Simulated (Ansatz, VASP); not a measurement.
# Cross-check of TiGe between VASP and Ansatz

One calculation is typed for both programs; each brings its own data sets and cutoff. How far apart do they land? The cell is invented: As first built, before any earlier steps moved the atoms (in the runner's words): it takes the ZrTi structure with some of its atoms replaced by other elements, volume scaled by an estimate. It may not be a known or stable phase. The cell is taken from a series of VASP runs on this material, whose earlier steps may have relaxed, scaled or displaced it; both programs get it as it stands.

Calculated with Ansatz 0.2.0; plane waves, with VASP 6.6.1 beside it; band structure at PBE, band structure at LDA and band structure at r2SCAN.

**1. Set-up**

Symmetry: P4/mmm, No. 123, tetragonal system. The conventional cell has a = 2.894 Å, b = 2.894 Å, c = 3.809 Å, α = 90.00°, β = 90.00°, γ = 90.00°. Nearest to Ge lie 8 Ti at 2.80 Å and 4 Ge at 2.89 Å. Ti has 8 Ge at 2.80 Å and 4 Ti at 2.89 Å nearest. As first built, before any earlier steps moved the atoms (in the runner's words): sites of the ZrTi structure (space group 123) filled with other elements, volume scaled by an estimate. Farther neighbours are not listed.

**2. Ansatz: band structure, PBE**

Ansatz runs on its default PAW (the set named soft_2) files.

With cell and atoms fixed, the geometry can't cause a difference; cores, projectors, grids and the points listed under the comparison can.

File input.yaml:

```yaml
crystal:
  lattice:
    - [2.8938546256, 0.0, 0.0]
    - [0.0, 2.8938546256, 0.0]
    - [0.0, 0.0, 3.8087727035]
  atoms:
    - { symbol: Ge, position: [0.5, 0.5, 0.5] }
    - { symbol: Ti, position: [0.0, 0.0, 0.0] }
hamiltonian:
  xc: pbe
  pseudopotentials: { kind: paw }
kpoints:
  mp_grid: { grid: [5, 5, 4] }
  band_path:
    path:
      - [0.0, 0.0, 0.0]
      - [0.0, 0.13333, 0.0]
      - [0.0, 0.3, 0.0]
      - [0.0, 0.46667, 0.0]
      - [0.1, 0.5, 0.0]
      - [0.26667, 0.5, 0.0]
      - [0.43333, 0.5, 0.0]
      - [0.43333, 0.43333, 0.0]
      - [0.26667, 0.26667, 0.0]
      - [0.1, 0.1, 0.0]
      - [0.0, 0.0, 0.03333]
      - [0.0, 0.0, 0.2]
      - [0.0, 0.0, 0.36667]
      - [0.0, 0.0, 0.5]
      - [0.0, 0.16667, 0.5]
      - [0.0, 0.3, 0.5]
      - [0.0, 0.46667, 0.5]
      - [0.1, 0.5, 0.5]
      - [0.26667, 0.5, 0.5]
      - [0.43333, 0.5, 0.5]
      - [0.43333, 0.43333, 0.5]
      - [0.26667, 0.26667, 0.5]
      - [0.1, 0.1, 0.5]
      - [0.0, 0.5, 0.03333]
      - [0.0, 0.5, 0.2]
      - [0.0, 0.5, 0.36667]
      - [0.5, 0.5, 0.0]
      - [0.5, 0.5, 0.16667]
      - [0.5, 0.5, 0.33333]
      - [0.5, 0.5, 0.5]
    npoints: 1
scf:
  occupations: { method: gaussian, width: 0.02 }
  n_extra_bands: 7
output:
  forces: true
  stress: true
  eigenvalues: true
  write_density: true
  write_potential: true
  elf: true
  volumetric_format: npy
```

Run with:

```bash
$ ansatz run input.yaml --threads 2 --pin off --max-ram 4608MiB --backend cpu --events-out ev --progress --plain --runs-dir out
```

Numbers of over 12 decimals in the logs are rounded to 6 here.

Log:

```text
scf.n_extra_bands = 7 over 13 filled bands (N_el = 26.0): the run solves 20 bands
Engine: ansatz 0.2.0, x86_64-unknown-linux-gnu
Pseudopotentials: kind: paw
Pseudopotential: Ge, paw, valence charge 14, recommended cutoff 420 eV (normal), Ge.paw.azcp
Pseudopotential: Ti, paw, valence charge 12, recommended cutoff 420 eV (normal), Ti.paw.azcp
Functional definition: PBE
  parameter kappa = 0.804
  parameter beta = 0.066725
  exchange = pbe_x(kappa = kappa, mu = beta*pi^2/3)
  correlation = pbe_c(beta = beta)
Crystal: 2 atoms, lattice volume = 31.896 Å³
Basis set: ecut = 420 eV, 625 PW (Γ), exchange–correlation on 40×40×54 points (8 copies of the dense FFT grid, shifted against one another)
Bands: 20, of which v1, the nominal top of the filled ones, is band 13 counted from 1 (12 counted from 0)
Symmetry: 16 space group operations
Space group: P4/mmm (ITA 123), of the structure as read, at distance tolerance 3.2e-5 Å
k-points: 18 of 100
Non-local potential: Ge, projectors of the file, l = 0: 2, l = 1: 2, l = 2: 3, l = 3: 1
Non-local potential: Ti, projectors of the file, l = 0: 3, l = 1: 2, l = 2: 3, l = 3: 1
PAW form: soft (Blöchl's): semilocal exchange-correlation on the pseudo side does not see the compensation charge
PAW one-centre angular grid: Ge, 590 points (default); XC on 64 Gauss nodes
PAW one-centre angular grid: Ti, 590 points (default); XC on 64 Gauss nodes
Initial density: superposition of atomic densities (neutral atoms: chi_scale 0, normalization atom), corrected by the library's trained network
Initial wavefunctions: pseudopotential atomic-orbital guess
Functional: x = pbe(κ = 0.804, μ = 0.219515), c = pbe(β = 0.066725)
SCF iter   1: F=—  HF=-6795.444392 eV  |F-HF|=—  |Δ(HF+E_count)|=         —  Δρ=5.17e-3  dr2=1.21e-2  ethr=1.77e-3  ⟨swp⟩=5.6  Hψ=1450  notcnv=0
preconditioner: auto → none  [insulator: Δε(μ)=0.071 eV  Ē_g=19.669 eV  σ=0.020 eV  W_gap=0.94  n_scr=6 (ndim 8)  ℏωp=27.9 eV  f_vac=0.000  D(μ)=2.79/eV (n_scr^D=36)  ε∞_Penn≈3.0]
SCF iter   2: F=—  HF=-6795.440794 eV  |F-HF|=—  |Δ(HF+E_count)|=   3.60e-3  Δρ=1.93e-3  dr2=6.26e-4  ethr=4.64e-5  ⟨swp⟩=2.0  Hψ=603  notcnv=0  defer=37
SCF iter   3: F=—  HF=-6795.440906 eV  |F-HF|=—  |Δ(HF+E_count)|=   1.12e-4  Δρ=7.32e-4  dr2=5.86e-5  ethr=2.41e-6  ⟨swp⟩=1.8  Hψ=350  notcnv=0  defer=37
SCF iter   4: F=—  HF=-6795.440928 eV  |F-HF|=—  |Δ(HF+E_count)|=   2.23e-5  Δρ=9.83e-5  dr2=1.30e-6  ethr=2.25e-7  ⟨swp⟩=2.9  Hψ=543  notcnv=0  defer=37
SCF iter   5: F=—  HF=-6795.440928 eV  |F-HF|=—  |Δ(HF+E_count)|=   4.99e-7  Δρ=2.06e-5  dr2=8.27e-8  ethr=5.02e-9  ⟨swp⟩=2.0  Hψ=472  notcnv=0  defer=37
SCF iter   6: F=-6795.440928 eV  HF=-6795.440928 eV  |F-HF|=6.91e-11  |Δ(HF+E_count)|=   1.16e-8  Δρ=5.17e-6  dr2=4.52e-9  ethr=3.18e-10  ⟨swp⟩=9.8  Hψ=1897  notcnv=0
SCF 1 converged in 6 iterations: F = -6795.440928 eV  dr2 = 4.52e-9
  greatest PAW one-centre occupation: 0.999 electrons in one spin orbital (limit 2), on the Ti atom at site 1 (counted from 0), in its partial waves of l = 0
NSCF: frozen V_eff on 30 k-points
SCF converged after 6 iterations
Free energy (F): -6795.440928 eV
Harris-Foulkes:  -6795.440928 eV  (|F-HF|=6.91e-11)
Internal energy: -6795.440091 eV  (E = F + TS)
E sigma→0 (E₀):  -6795.440510 eV
Entropy (-TS):   -0.000836 eV (-0.418 meV/atom)
Fermi energy:    14.524988 eV
--- Per-component energies (eV) ---
  E_band       = -216.190174
  E_kinetic    = 386.319901
  E_local      = -2774.908018  (includes V_loc(G=0)·N_el)
  E_nonlocal   = 427.345099
  E_hartree    = 1208.947120
  E_xc         = -174.457222
  E_vxc        = -188.525290  (∫ρ·V_xc dr)
  E_paw        = -3067.881767  (= ΣΔE_a)
  E_vpaw       = -484.316106  (= ΣTr[D̂ρ^β])
  E_aug_tail   = 0.000411  (compensation charges beyond the density's cutoff)
  E_ewald      = -2800.805616
  E_smearing   = -0.000836  (= −TS)
  E_closure    = -0.000000  (closes the sum)
  Σ components = -6795.440928   (vs F -6795.440928, Δ=0.00e0)
--- Forces (eV/Å), atoms counted from 1 ---
  atom   1  Ge    -0.00000000     0.00000000     0.00000000
  atom   2  Ti     0.00000000     0.00000000     0.00000000
  max |Σ_I F_I| component: 3.16e-30 eV/Å
--- Stress (GPa, compression-positive) ---
       -0.326190       0.000000       0.000000
        0.000000      -0.326190       0.000000
        0.000000       0.000000       0.636688
  P = ⅓ Tr σ = -0.0052 GPa (-0.052 kbar)
--- Band table (eV; the first three rows and the last of 18) ---
  k-point 0: bands = [... 9 lower, 2.2138, 12.4475, 12.9781, 13.2759, 16.2012, 16.2012, 17.2058, 19.0363, ... 3 higher]
  k-point 1: bands = [... 9 lower, 2.7276, 9.7279, 13.3705, 14.5386, 15.5333, 15.5333, 17.2118, 20.4140, ... 3 higher]
  k-point 2: bands = [... 9 lower, 3.4402, 8.0193, 13.4704, 15.0916, 15.0916, 15.1394, 17.2178, 21.9527, ... 3 higher]
  k-point 17: bands = [... 9 lower, 7.6988, 10.5734, 10.8446, 12.3932, 16.2897, 16.5309, 16.6179, 16.8907, ... 3 higher]
```

Run time: 1.4 s. Hardware: 2 threads of Intel Xeon Platinum 8488C (Sapphire Rapids), shared host; peak memory 0.35 GiB.

**3. VASP: band structure, PBE**

The same cell, functional, mesh and smearing now go to VASP, with its own data sets and cutoff.

Lines of VASP's logs that name or quote its potential files are left out, and so is its time.

File INCAR:

```
SYSTEM = TiGe
PREC = Accurate
ENCUT = 410
EDIFF = 1E-06
NELM = 100
ISMEAR = 0
SIGMA = 0.02
LREAL = .FALSE.
ALGO = Normal
GGA = PE
NBANDS = 25
LORBIT = 11
LWAVE = .FALSE.
LCHARG = .FALSE.
KPAR = 4
```

File POSCAR:

```
TiGe
1.0
    2.8938546256      0.0000000000      0.0000000000
    0.0000000000      2.8938546256      0.0000000000
    0.0000000000      0.0000000000      3.8087727035
Ge Ti
1 1
Direct
    0.5000000000      0.5000000000      0.5000000000
    0.0000000000      0.0000000000      0.0000000000
```

File KPOINTS:

```
Automatic mesh
0
Gamma
5 5 4
0 0 0
```

File KPOINTS_OPT:

```
Line mode
16
Line-mode
Reciprocal
  0.00000000   0.00000000   0.00000000 GAMMA
  0.00000000   0.50000000   0.00000000 X

  0.00000000   0.50000000   0.00000000 X
  0.50000000   0.50000000   0.00000000 M

  0.50000000   0.50000000   0.00000000 M
  0.00000000   0.00000000   0.00000000 GAMMA

  0.00000000   0.00000000   0.00000000 GAMMA
  0.00000000   0.00000000   0.50000000 Z

  0.00000000   0.00000000   0.50000000 Z
  0.00000000   0.50000000   0.50000000 R

  0.00000000   0.50000000   0.50000000 R
  0.50000000   0.50000000   0.50000000 A

  0.50000000   0.50000000   0.50000000 A
  0.00000000   0.00000000   0.50000000 Z

  0.00000000   0.50000000   0.00000000 X
  0.00000000   0.50000000   0.50000000 R

  0.50000000   0.50000000   0.00000000 M
  0.50000000   0.50000000   0.50000000 A
```

Potentials, in the order of the species: Ge_d and Ti_sv (PBE family, release 64).

Run with:

```bash
$ mpirun -np 4 vasp_std
```

Log:

```text
[banner, memory and clock lines left out]
running    4 mpi-ranks, on    1 nodes
 distrk:  each k-point on    1 cores,    4 groups
 distr:  one band on    1 cores,    1 groups

 POSCAR found type information on POSCAR GeTi
 POSCAR found :  2 types and       2 ions
 LDA part: xc-table for (Slater+PW92), standard interpolation
 POSCAR, INCAR and KPOINTS ok, starting setup
 FFT: planning ... GRIDC
 FFT: planning ... GRID_SOFT
 FFT: planning ... GRID
 WAVECAR not read
 entering main loop
       N       E                     dE             d eps       ncg     rms          rms(c)
DAV:   1     0.185425375128E+03    0.18543E+03   -0.10603E+04  1133   0.216E+03
DAV:   2     0.525809844351E+01   -0.18017E+03   -0.17131E+03   940   0.422E+02
DAV:   3    -0.140582167139E+02   -0.19316E+02   -0.19077E+02   997   0.104E+02
DAV:   4    -0.146361229513E+02   -0.57791E+00   -0.57673E+00  1024   0.185E+01
DAV:   5    -0.146507177234E+02   -0.14595E-01   -0.14592E-01  1094   0.274E+00    0.997E+00
DAV:   6    -0.134328935904E+02    0.12178E+01   -0.83028E+00  1033   0.198E+01    0.370E+00
DAV:   7    -0.131542851011E+02    0.27861E+00   -0.91594E-01  1094   0.870E+00    0.222E+00
DAV:   8    -0.131395808368E+02    0.14704E-01   -0.17930E-01  1262   0.363E+00    0.694E-01
DAV:   9    -0.131308167360E+02    0.87641E-02   -0.23640E-02  1147   0.164E+00    0.270E-01
DAV:  10    -0.131310897594E+02   -0.27302E-03   -0.21419E-03  1183   0.565E-01    0.604E-02
DAV:  11    -0.131310615195E+02    0.28240E-04   -0.35659E-04  1164   0.234E-01    0.358E-02
DAV:  12    -0.131310559118E+02    0.56077E-05   -0.19021E-05  1007   0.303E-02    0.990E-03
DAV:  13    -0.131310553556E+02    0.55620E-06   -0.11103E-06   796   0.805E-03
   1 F= -.13131055E+02 E0= -.13130592E+02  d E =-.925880E-03
 Start KPOINTS_OPT (optional k-point list driver)
k-point batch [1-18\144]
       N       E                     dE             ncg
DAV:   1    -0.272540808630E+04   -0.10248E+05     1085
DAV:   2    -0.603243197737E+04   -0.33070E+04      908
DAV:   3    -0.637884538105E+04   -0.34641E+03     1033
DAV:   4    -0.638818889858E+04   -0.93435E+01     1041
DAV:   5    -0.638839206845E+04   -0.20317E+00     1111
DAV:   6    -0.638839699144E+04   -0.49230E-02     1059
DAV:   7    -0.638839719292E+04   -0.20148E-03     1118
DAV:   8    -0.638839720077E+04   -0.78530E-05      987
DAV:   9    -0.638839720112E+04   -0.35208E-06      709
[...]
k-point batch [127-144\144]
       N       E                     dE             ncg
DAV:   1    -0.275392887805E+04   -0.23144E+05     1097
DAV:   2    -0.598547131456E+04   -0.32315E+04      911
DAV:   3    -0.631404257940E+04   -0.32857E+03      991
DAV:   4    -0.632270099866E+04   -0.86584E+01     1058
DAV:   5    -0.632287977859E+04   -0.17878E+00     1037
DAV:   6    -0.632288414849E+04   -0.43699E-02     1042
DAV:   7    -0.632288432656E+04   -0.17807E-03     1068
DAV:   8    -0.632288433276E+04   -0.61961E-05      855
DAV:   9    -0.632288433309E+04   -0.32948E-06      647
```

Parts of OUTCAR (step 3):

```text
ion  position               nearest neighbor table
   1  0.500  0.500  0.500-   2 2.80   2 2.80   2 2.80   2 2.80   2 2.80   2 2.80   2 2.80   2 2.80

  LATTYP: Found a simple tetragonal cell.
 ALAT       =     2.8938546256
 C/A-ratio  =     1.3161589631

 Subroutine GETGRP returns: Found 16 space group operations
 (whereof 16 operations were pure point group operations)

The static configuration has the point symmetry D_4h.

 Found     18 irreducible k-points:

   k-points           NKPTS =     18   k-points in BZ     NKDIM =     18   number of bands    NBANDS=     25

   dimension x,y,z NGX =    20 NGY =   20 NGZ =   28
   dimension x,y,z NGXF=    40 NGYF=   40 NGZF=   56

   ENCUT  =  410.0 eV  30.13 Ry    5.49 a.u.   4.78  4.78  6.29*2*pi/ulx,y,z

   NELECT =      26.0000    total number of electrons

 k-points in reciprocal lattice and weights: Automatic mesh
   0.00000000  0.00000000  0.00000000       0.010
   0.20000000  0.00000000  0.00000000       0.040
   0.40000000  0.00000000  0.00000000       0.040
   0.20000000  0.20000000  0.00000000       0.040
   0.40000000  0.20000000  0.00000000       0.080
   0.40000000  0.40000000  0.00000000       0.040
   0.00000000  0.00000000  0.25000000       0.020
   0.20000000  0.00000000  0.25000000       0.080
   0.40000000  0.00000000  0.25000000       0.080
[...]
0.40000000  0.20000000  0.50000000       0.080
   0.40000000  0.40000000  0.50000000       0.040

 average (electrostatic) potential at core
       1 -70.1121       2 -71.7252

 E-fermi :   9.2656

 k-point     1 :       0.0000    0.0000    0.0000
  band No.  band energies     occupation
    ...
      9     -15.4054      2.00000
     10      -3.0413      2.00000
     11       7.1881      2.00000
     12       7.7178      2.00000
     13       8.0218      2.00000
     14      10.9302      0.00000
     15      10.9302      0.00000
     16      11.9255      0.00000
     17      13.7758      0.00000
     18      13.7758      0.00000
    ...

 k-point     2 :       0.2000    0.0000    0.0000
  band No.  band energies     occupation
    ...
      9     -15.4034      2.00000
     10      -2.3218      2.00000
     11       7.2854      2.00000
     12       7.2884      2.00000
     13       7.8039      2.00000
     14      11.0166      0.00000
     15      11.0793      0.00000
     16      11.1231      0.00000
     17      11.7672      0.00000
     18      14.9876      0.00000
    ...

 k-point     3 :       0.4000    0.0000    0.0000
  band No.  band energies     occupation
    ...
      9     -15.3717      2.00000
     10      -0.3608      2.00000
     11       3.9021      2.00000
     12       6.7004      2.00000
     13       8.4284      2.00000
     14      10.2332      0.00000
     15      11.1610      0.00000
     16      12.2090      0.00000
     17      13.9910      0.00000
     18      14.6953      0.00000
    ...

  Total       -0.1681616     -0.1681616      0.0471179      0.0000000     -0.0000000      0.0000000
  in kB       -8.4469294     -8.4469294      2.3667791      0.0000000     -0.0000000      0.0000000
  external PRESSURE =      -4.8423599 kB  Pullay stress =       0.0000000 kB

  energy-cutoff  :      410.00
  volume of cell :       31.90
      direct lattice vectors                 reciprocal lattice vectors
     2.893854626  0.000000000  0.000000000     0.345559860  0.000000000  0.000000000
     0.000000000  2.893854626  0.000000000     0.000000000  0.345559860  0.000000000
     0.000000000  0.000000000  3.808772703     0.000000000  0.000000000  0.262551766

 POSITION                                       TOTAL-FORCE (eV/Angst)
 -----------------------------------------------------------------------------------
      1.44693      1.44693      1.90439         0.000000      0.000000      0.000000
      0.00000      0.00000      0.00000         0.000000      0.000000      0.000000
 -----------------------------------------------------------------------------------
    total drift:                               -0.000000      0.000000      0.000000

  FREE ENERGIE OF THE ION-ELECTRON SYSTEM (eV)
  ---------------------------------------------------
  free  energy   TOTEN  =       -13.1310553556 eV

  energy  without entropy=      -13.1301294753  energy(sigma->0) =      -13.13059242

 total charge
# of ion       s       p       d       tot
------------------------------------------
    1        1.140   1.225  10.044  12.409
    2        2.175   6.105   2.006  10.286
--------------------------------------------------
tot          3.316   7.330  12.050  22.695

[... 3 further parts left out ...]
```

The run ends at a pressure of -0.48 GPa.

**4. Differences**

Known differences besides the potentials themselves: the cutoff is 420 eV in Ansatz and 410 eV in VASP; VASP leaves aspherical gradient terms in its spheres out (LASPH is not set), Ansatz keeps them. Total energies have different zeros and are not compared.

Compared:

```tsv
quantity	Ansatz	VASP	difference
pressure (GPa)	-0.01	-0.48	+0.48
```

Levels from 3 eV below to 2 eV above the Fermi level differ by 7 meV r.m.s. and 15 meV at most; each VASP level is matched to the nearest of Ansatz, which flatters the figure a little.

**5. VASP: band structure, LDA**

A single point gives forces, pressure and levels at one fixed geometry, so differences don't come from the geometry; what else differs is listed under the comparison.

Changes to INCAR since step 3:

```diff
@@ -9,3 +9,3 @@
 ALGO = Normal
-GGA = PE
+GGA = CA
 NBANDS = 25
```

POSCAR is that of step 3.

KPOINTS is that of step 3.

KPOINTS_OPT is that of step 3.

Run with:

```bash
$ mpirun -np 4 vasp_std
```

Log:

```text
[banner, memory and clock lines left out]
running    4 mpi-ranks, on    1 nodes
[...]
|                                                                             |
|               ----> ADVICE to this user running VASP <----                  |
|                                                                             |
|     You enforced a specific xc type in the INCAR file but a different       |
|     [... a line on the potential file left out ...]
|     I HOPE YOU KNOW WHAT YOU ARE DOING!                                     |
|                                                                             |

 LDA part: xc-table for (Slater(with rela. corr.)+CA(PZ))
 , standard interpolation
 POSCAR, INCAR and KPOINTS ok, starting setup
[...]
entering main loop
       N       E                     dE             d eps       ncg     rms          rms(c)
DAV:   1     0.183459886761E+03    0.18346E+03   -0.10575E+04  1133   0.215E+03
DAV:   2     0.350090943898E+01   -0.17996E+03   -0.17136E+03   940   0.421E+02
[...]
1 F= -.14725518E+02 E0= -.14724899E+02  d E =-.123815E-02
 Start KPOINTS_OPT (optional k-point list driver)
k-point batch [1-18\144]
       N       E                     dE             ncg
DAV:   1    -0.280521735456E+04   -0.10328E+05     1077
DAV:   2    -0.610802762443E+04   -0.33028E+04      908
DAV:   3    -0.645290049095E+04   -0.34487E+03     1025
DAV:   4    -0.646227665226E+04   -0.93762E+01     1050
DAV:   5    -0.646248199635E+04   -0.20534E+00     1103
DAV:   6    -0.646248695125E+04   -0.49549E-02     1075
DAV:   7    -0.646248715335E+04   -0.20209E-03     1095
DAV:   8    -0.646248716127E+04   -0.79248E-05      987
DAV:   9    -0.646248716165E+04   -0.37611E-06      719
[...]
k-point batch [127-144\144]
       N       E                     dE             ncg
DAV:   1    -0.282949722080E+04   -0.23219E+05     1097
DAV:   2    -0.606117055239E+04   -0.32317E+04      911
DAV:   3    -0.639038367566E+04   -0.32921E+03      990
DAV:   4    -0.639938804532E+04   -0.90044E+01     1082
DAV:   5    -0.639956762388E+04   -0.17958E+00     1029
DAV:   6    -0.639957169783E+04   -0.40740E-02     1065
DAV:   7    -0.639957185319E+04   -0.15535E-03     1061
DAV:   8    -0.639957185814E+04   -0.49467E-05      876
DAV:   9    -0.639957185839E+04   -0.25282E-06      602
```

OUTCAR, selected parts (step 5):

```text
  Total       -1.8555865     -1.8555865     -1.5581590      0.0000000     -0.0000000      0.0000000
  in kB      -93.2080243    -93.2080243    -78.2679340      0.0000000     -0.0000000      0.0000000
  external PRESSURE =     -88.2279942 kB  Pullay stress =       0.0000000 kB

  FREE ENERGIE OF THE ION-ELECTRON SYSTEM (eV)
  ---------------------------------------------------
  free  energy   TOTEN  =       -14.7255182112 eV

  energy  without entropy=      -14.7242800563  energy(sigma->0) =      -14.72489913

[... 3 parts as in an earlier step ...]

[... 1 further part left out ...]
[key lines of the parts left out:]
E-fermi :   8.9327
```

At this level the cell is under a tension of 8.8 GPa, so at these settings it is away from equilibrium.

[end of part 1 of 2]

[Lines on the potential files, build, host, timing and source positions are cut from VASP's logs without a mark.]

[Logs are printed without paths, hosts, clocks, repeated set-up lines and the standing remarks that a program may print on its own settings, such as how far it seeks lower states.]

[Hosts, paths, dates, database ids (printed as entryN), source tags and the programs' standing remarks are cut or masked in the printed files.]
